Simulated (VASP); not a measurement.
OSZICAR of a VASP run on Na (bcc):

**OSZICAR**
```
       N       E                     dE             d eps       ncg     rms          rms(c)
DAV:   1     0.475874663361E+02    0.47587E+02   -0.77311E+03  1407   0.306E+03
DAV:   2     0.776665718961E+00   -0.46811E+02   -0.46786E+02  1841   0.420E+02
DAV:   3    -0.107485390041E+01   -0.18515E+01   -0.18508E+01  2016   0.107E+02
DAV:   4    -0.111616007332E+01   -0.41306E-01   -0.41303E-01  2016   0.226E+01
DAV:   5    -0.111777662100E+01   -0.16165E-02   -0.16165E-02  2016   0.424E+00    0.639E-01
DAV:   6    -0.456258159487E+01   -0.34448E+01   -0.59260E+00  1015   0.395E+01    0.463E-01
DAV:   7    -0.475366944472E+01   -0.19109E+00   -0.15477E-01  1358   0.701E+00    0.269E-01
DAV:   8    -0.235608270203E+05   -0.23556E+05   -0.23458E+05  1057   0.126E+02    0.614E+01
DAV:   9     0.969496216315E+02    0.23658E+05   -0.15222E+04  1295   0.148E+03    0.124E+01
DAV:  10    -0.583432398517E+01   -0.10278E+03   -0.94001E+02  1505   0.303E+02    0.420E+00
DAV:  11     0.237997686883E+01    0.82143E+01   -0.72414E+01  1603   0.926E+01    0.386E+00
DAV:  12    -0.296087164025E+01   -0.53408E+01   -0.14240E+00  1183   0.257E+01    0.400E+00
DAV:  13    -0.495435202182E+01   -0.19935E+01   -0.58548E-01  1344   0.164E+01    0.296E+00
DAV:  14    -0.288572892445E+01    0.20686E+01   -0.48428E+00  1008   0.489E+01    0.174E+00
DAV:  15    -0.467524943749E+01   -0.17895E+01   -0.35526E-01  1183   0.130E+01    0.167E+00
DAV:  16    -0.478414391826E+01   -0.10889E+00   -0.22562E-01  1015   0.100E+01    0.200E+00
DAV:  17    -0.489719394812E+01   -0.11305E+00   -0.10087E-02  1057   0.168E+00    0.206E+00
DAV:  18    -0.500152499041E+01   -0.10433E+00   -0.10756E-01  1036   0.703E+00    0.239E+00
DAV:  19    -0.506840501914E+01   -0.66880E-01   -0.24224E-02  1057   0.329E+00    0.260E+00
DAV:  20    -0.507922138945E+01   -0.10816E-01   -0.28191E-04  1029   0.298E-01    0.262E+00
DAV:  21    -0.488492890453E+01    0.19429E+00   -0.10701E-01  1204   0.684E+00    0.191E+00
DAV:  22    -0.470543106387E+01    0.17950E+00   -0.17493E-01  1463   0.859E+00    0.114E+00
DAV:  23    -0.469427139311E+01    0.11160E-01   -0.11949E-01  1043   0.692E+00    0.670E-01
DAV:  24    -0.477900776572E+01   -0.84736E-01   -0.72890E-02  1015   0.424E+00    0.660E-01
DAV:  25    -0.479848428051E+01   -0.19477E-01   -0.10220E-02  1022   0.198E+00    0.704E-01
DAV:  26    -0.484248787089E+01   -0.44004E-01   -0.24966E-02  1008   0.300E+00    0.786E-01
DAV:  27    -0.484077262739E+01    0.17152E-02   -0.92208E-02  1008   0.305E+00    0.801E-01
DAV:  28    -0.485219573841E+01   -0.11423E-01   -0.17556E-02  1008   0.151E+00    0.826E-01
DAV:  29    -0.485337703906E+01   -0.11813E-02   -0.61190E-03  1008   0.121E+00    0.811E-01
DAV:  30    -0.480020477550E+01    0.53172E-01   -0.23666E-02  1008   0.215E+00    0.779E-01
DAV:  31    -0.481834301643E+01   -0.18138E-01   -0.12043E-02  1008   0.155E+00    0.755E-01
DAV:  32    -0.481543073813E+01    0.29123E-02   -0.28208E-03  1008   0.857E-01    0.747E-01
DAV:  33    -0.483054410525E+01   -0.15113E-01   -0.87576E-03  1008   0.141E+00    0.737E-01
DAV:  34    -0.483934168350E+01   -0.87976E-02   -0.19659E-03  1008   0.662E-01    0.741E-01
DAV:  35    -0.477751898103E+01    0.61823E-01   -0.25440E-02  1008   0.237E+00    0.675E-01
DAV:  36    -0.477916652955E+01   -0.16475E-02   -0.86540E-03  1008   0.149E+00    0.668E-01
DAV:  37    -0.478187779044E+01   -0.27113E-02   -0.88822E-04  1022   0.554E-01    0.650E-01
DAV:  38    -0.478551299563E+01   -0.36352E-02   -0.10645E-02  1008   0.113E+00    0.634E-01
DAV:  39    -0.478771505737E+01   -0.22021E-02   -0.19719E-03  1008   0.628E-01    0.640E-01
DAV:  40    -0.477726893121E+01    0.10446E-01   -0.43019E-03  1008   0.145E+00    0.535E-01
DAV:  41    -0.476533045686E+01    0.11938E-01   -0.17567E-02  1008   0.208E+00    0.419E-01
DAV:  42    -0.476530581774E+01    0.24639E-04   -0.19966E-03  1008   0.869E-01    0.362E-01
DAV:  43    -0.476062268977E+01    0.46831E-02   -0.69554E-03  1050   0.183E+00    0.207E-01
DAV:  44    -0.475982993812E+01    0.79275E-03   -0.14841E-03  1015   0.782E-01    0.145E-01
DAV:  45    -0.475952395562E+01    0.30598E-03   -0.87134E-04  1022   0.625E-01    0.916E-02
DAV:  46    -0.475924191877E+01    0.28204E-03   -0.32114E-04  1008   0.381E-01    0.592E-02
DAV:  47    -0.475937702441E+01   -0.13511E-03   -0.20235E-04  1008   0.305E-01    0.323E-02
DAV:  48    -0.475945555357E+01   -0.78529E-04   -0.35783E-05  1008   0.112E-01    0.233E-02
DAV:  49    -0.475964845563E+01   -0.19290E-03   -0.60938E-05  1008   0.150E-01    0.109E-02
DAV:  50    -0.475968802137E+01   -0.39566E-04   -0.15894E-05  1008   0.538E-02    0.820E-03
DAV:  51    -0.475969718239E+01   -0.91610E-05   -0.12118E-05  1022   0.663E-02    0.332E-03
DAV:  52    -0.475969896882E+01   -0.17864E-05   -0.32263E-06  1008   0.257E-02    0.213E-03
DAV:  53    -0.475970009038E+01   -0.11216E-05   -0.11267E-06  1008   0.185E-02    0.954E-04
DAV:  54    -0.475970014963E+01   -0.59252E-07   -0.33520E-07  1022   0.102E-02
   1 F= -.47597001E+01 E0= -.47594312E+01  d E =-.806717E-03
```

Which electronic solver shows in the log?

It is blocked Davidson (ALGO = Normal, or the opening steps of other solvers). The INCAR had ALGO = Normal.

Can the final energy be trusted as converged?

Self-consistency was reached. It stopped with EDIFF = 1E-7, NELM = 100 (TPSS meta-GGA, plane waves, VASP's PBE PAW potentials (set 64)).

The compound is Na in the bcc structure. It was relaxed first.
